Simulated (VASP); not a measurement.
Method: PBE GGA, VASP's PBE PAW potentials (set 64) (plane waves; VASP).

VASP input:

**INCAR**
```
# general
SYSTEM  = PtSe2
PREC    = Accurate
ENCUT   = 400
LREAL   = .FALSE.
LASPH   = .TRUE.
ICHARG  = 11

# electronic loop
EDIFF   = 1E-7
NELM    = 100
ALGO    = Normal
LMAXMIX = 6

# smearing
ISMEAR  = 0
SIGMA   = 0.05

# functional
GGA     = PE

# output
LWAVE   = .FALSE.
LCHARG  = .FALSE.
LORBIT  = 11
```

POSCAR:
```
PtSe2
1
    1.8798553018    -3.2560051426     0.0000000000
    1.8798553018     3.2560051426    -0.0000000000
    0.0000000000     0.0000000000     6.0608701913
Pt Se
1 2
Direct
  0.0000000000   0.0000000000   1.0000000000
  0.3333330000   0.6666670000   0.2148582789
  0.6666670000   0.3333330000   0.7851417211
```

### KPOINTS
```
k-points along high-symmetry lines
10
Line-mode
Reciprocal
  0.000000   0.000000   0.000000 ! GAMMA
  0.500000  -0.000000   0.000000 ! M

  0.500000  -0.000000   0.000000 ! M
  0.333333   0.333333   0.000000 ! K

  0.333333   0.333333   0.000000 ! K
  0.000000   0.000000   0.000000 ! GAMMA

  0.000000   0.000000   0.000000 ! GAMMA
  0.000000   0.000000   0.500000 ! A

  0.000000   0.000000   0.500000 ! A
  0.500000  -0.000000   0.500000 ! L

  0.500000  -0.000000   0.500000 ! L
  0.333333   0.333333   0.500000 ! H

  0.333333   0.333333   0.500000 ! H
  0.000000   0.000000   0.500000 ! A

  0.500000  -0.000000   0.500000 ! L
  0.500000  -0.000000   0.000000 ! M

  0.333333   0.333333   0.500000 ! H
  0.333333   0.333333   0.000000 ! K
```

POTCAR, in this order: Pt Se (PBE.64 set). Program: vasp_std. Read from the step before: CHGCAR.

Output

### OSZICAR
```
       N       E                     dE             d eps       ncg     rms          rms(c)
DAV:   1     0.101284328593E+03    0.10128E+03   -0.84939E+03  2764   0.101E+03
DAV:   2    -0.987383101704E+01   -0.11116E+03   -0.10863E+03  3512   0.209E+02
DAV:   3    -0.141788693446E+02   -0.43050E+01   -0.42829E+01  3365   0.444E+01
DAV:   4    -0.142164411246E+02   -0.37572E-01   -0.37566E-01  3316   0.450E+00
DAV:   5    -0.142171023278E+02   -0.66120E-03   -0.66120E-03  3499   0.561E-01
DAV:   6    -0.142171228484E+02   -0.20521E-04   -0.20520E-04  3437   0.921E-02
DAV:   7    -0.142171236783E+02   -0.82989E-06   -0.82989E-06  3514   0.173E-02
DAV:   8    -0.142171237136E+02   -0.35364E-07   -0.35342E-07  3317   0.341E-03
   1 F= -.14217124E+02 E0= -.14217124E+02  d E =-.245597E-14
```

OUTCAR:
```
 val. band max:        3.8601179180   @ k =   0.0741   0.0741   0.0000

 cond. band min:       4.6447734930   @ k =   0.2593   0.2593   0.0000



 k-point     1 :       0.0000    0.0000    0.0000
  band No.  band energies     occupation
      1     -10.5894      2.00000
      2      -8.6625      2.00000
      3      -1.8881      2.00000
      4      -1.6470      2.00000
      5      -1.6470      2.00000
      6       0.6007      2.00000
      7       0.6008      2.00000
      8       1.9854      2.00000
      9       3.3660      2.00000
     10       3.3660      2.00000
     11       3.7422      2.00000
     12       6.2001      0.00000
     13       6.2001      0.00000
     14       7.9394      0.00000
     15       8.7351      0.00000

 k-point     2 :       0.0556    0.0000    0.0000
  band No.  band energies     occupation
      1     -10.5573      2.00000
      2      -8.6675      2.00000
      3      -1.8533      2.00000
      4      -1.6425      2.00000
      5      -1.6267      2.00000
      6       0.5576      2.00000
      7       0.5756      2.00000
      8       1.9072      2.00000
      9       3.2776      2.00000
     10       3.3632      2.00000
     11       3.7769      2.00000
     12       5.9828      0.00000
     13       6.1601      0.00000
     14       8.1368      0.00000
     15       8.9819      0.00000

 k-point     3 :       0.1111    0.0000    0.0000
  band No.  band energies     occupation
      1     -10.4627      2.00000
      2      -8.6822      2.00000
      3      -1.7547      2.00000
      4      -1.6220      2.00000
      5      -1.5683      2.00000
      6       0.4123      2.00000
      7       0.5109      2.00000
      8       1.6910      2.00000
      9       3.0960      2.00000
     10       3.3377      2.00000
     11       3.8423      2.00000
     12       5.5277      0.00000
     13       6.0679      0.00000
     14       8.6481      0.00000
     15       9.4723      0.00000

...
```

The density is held fixed in this step, so its total energy and stress have no physical meaning. Without a dispersion term in the relaxation, distances and binding between the weakly bound layers, chains or molecules are unreliable, and so is what depends on them. Unless said otherwise, spin-orbit coupling is left out, though it shifts the bands of the heavy elements here.

The compound is PtSe2 in the 1T layered structure. It was relaxed first, which changed the volume by +21 %.
